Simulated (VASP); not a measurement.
Calculation: PBE GGA + U (Dudarev), VASP's PBE PAW potentials (set 64) (plane waves; VASP).

A VASP calculation is set up with these files.

**POSCAR**
```
BaTiO3
1.0
  4.0000000000   0.0000000000   0.0000000000
  0.0000000000   4.0000000000   0.0000000000
  0.0000000000   0.0000000000   4.0000000000
Ba Ti O
1 1 3
direct
  0.0000000000   0.0000000000   0.0000000000
  0.5000000000   0.5000000000   0.5000000000
  0.5000000000   0.0000000000   0.5000000000
  0.0000000000   0.5000000000   0.5000000000
  0.5000000000   0.5000000000   0.0000000000
```

INCAR:
```
! general
SYSTEM   = BaTiO3
PREC     = Accurate
ENCUT    = 400
LREAL    = .FALSE.
LASPH    = .TRUE.

! electronic loop
EDIFF    = 1E-6
NELM     = 100
ALGO     = Normal
LMAXMIX  = 4

! smearing
ISMEAR   = -1
SIGMA    = 0.01

! functional
GGA      = PE

! DFT+U
LDAU     = .TRUE.
LDAUTYPE = 2
LDAUL    = -1 2 -1
LDAUU    = 0 4.0 0
LDAUJ    = 0 0 0

! ions
ISIF     = 2

! output
LWAVE    = .FALSE.
LCHARG   = .FALSE.
```

File KPOINTS:
```
Automatic mesh
0
Gamma
7 7 7
0 0 0
```

POTCAR, in this order: Ba_sv Ti_sv O (PBE.64 set). Program: vasp_std.

Output of the run:

**OSZICAR**
```
       N       E                     dE             d eps       ncg     rms          rms(c)
DAV:   1     0.408608189209E+03    0.40861E+03   -0.18421E+04   960   0.150E+03
DAV:   2    -0.104376987671E+02   -0.41905E+03   -0.41247E+03  1184   0.448E+02
DAV:   3    -0.477406161636E+02   -0.37303E+02   -0.37263E+02  1504   0.134E+02
DAV:   4    -0.491649478577E+02   -0.14243E+01   -0.14239E+01  1360   0.217E+01
DAV:   5    -0.492254431591E+02   -0.60495E-01   -0.60493E-01  1344   0.331E+00    0.231E+01
DAV:   6    -0.370678216616E+02    0.12158E+02   -0.70507E+01  1496   0.770E+01    0.897E+00
DAV:   7    -0.373752372175E+02   -0.30742E+00   -0.76115E+00  1176   0.159E+01    0.525E+00
DAV:   8    -0.373674356212E+02    0.78016E-02   -0.14942E+00  1312   0.103E+01    0.196E+00
DAV:   9    -0.373352833214E+02    0.32152E-01   -0.19550E-01  1272   0.450E+00    0.927E-01
DAV:  10    -0.373461296920E+02   -0.10846E-01   -0.15249E-01  1112   0.241E+00    0.812E-01
DAV:  11    -0.373352446190E+02    0.10885E-01   -0.80894E-02  1352   0.210E+00    0.194E-01
DAV:  12    -0.373350578905E+02    0.18673E-03   -0.52713E-03  1168   0.732E-01    0.724E-02
DAV:  13    -0.373350279467E+02    0.29944E-04   -0.34148E-04  1192   0.169E-01    0.231E-02
DAV:  14    -0.373350236669E+02    0.42798E-05   -0.69507E-05  1176   0.511E-02    0.117E-02
DAV:  15    -0.373350237427E+02   -0.75830E-07   -0.37935E-06   904   0.143E-02
   1 F= -.37335024E+02 E0= -.37335024E+02  d E =-.237114E-14
```

OUTCAR:
```
------------------------ aborting loop because EDIFF is reached ----------------------------------------
  FORCE on cell =-STRESS in cart. coord.  units (eV):
  Direction    XX          YY          ZZ          XY          YZ          ZX
  --------------------------------------------------------------------------------------
  Total        1.0627448      1.0627448      1.0627448      0.0000000      0.0000000      0.0000000
  in kB       26.6047760     26.6047760     26.6047760      0.0000000      0.0000000      0.0000000
  external PRESSURE =      26.6047760 kB  Pullay stress =       0.0000000 kB
  volume of cell :       64.00
      direct lattice vectors                 reciprocal lattice vectors
     4.000000000  0.000000000  0.000000000     0.250000000  0.000000000  0.000000000
     0.000000000  4.000000000  0.000000000     0.000000000  0.250000000  0.000000000
     0.000000000  0.000000000  4.000000000     0.000000000  0.000000000  0.250000000
 POSITION                                       TOTAL-FORCE (eV/Angst)
 -----------------------------------------------------------------------------------
      0.00000      0.00000      0.00000         0.000000      0.000000      0.000000
      2.00000      2.00000      2.00000         0.000000      0.000000      0.000000
      2.00000      0.00000      2.00000         0.000000      0.000000      0.000000
      0.00000      2.00000      2.00000         0.000000      0.000000      0.000000
      2.00000      2.00000      0.00000         0.000000      0.000000      0.000000
 -----------------------------------------------------------------------------------
    total drift:                                0.000000      0.000000      0.000000
  FREE ENERGIE OF THE ION-ELECTRON SYSTEM (eV)
  ---------------------------------------------------
  free  energy   TOTEN  =       -37.3350237427 eV

  energy  without entropy=      -37.3350237427  energy(sigma->0) =      -37.33502374
```
(Selected blocks of OUTCAR.)

At this cut-off the stress carries a Pulay error, which pulls relaxed volumes low.

The structure is a typed BaTiO3 crystal (Pm-3m). The cell was not relaxed at this level. The run is one of a series of settings (LDAU = .TRUE., LDAUJ = 0 0 0, LDAUL = -1 2 -1, LDAUTYPE = 2, LDAUU = 0 4.0 0 against the base run), some of them coarse on purpose.
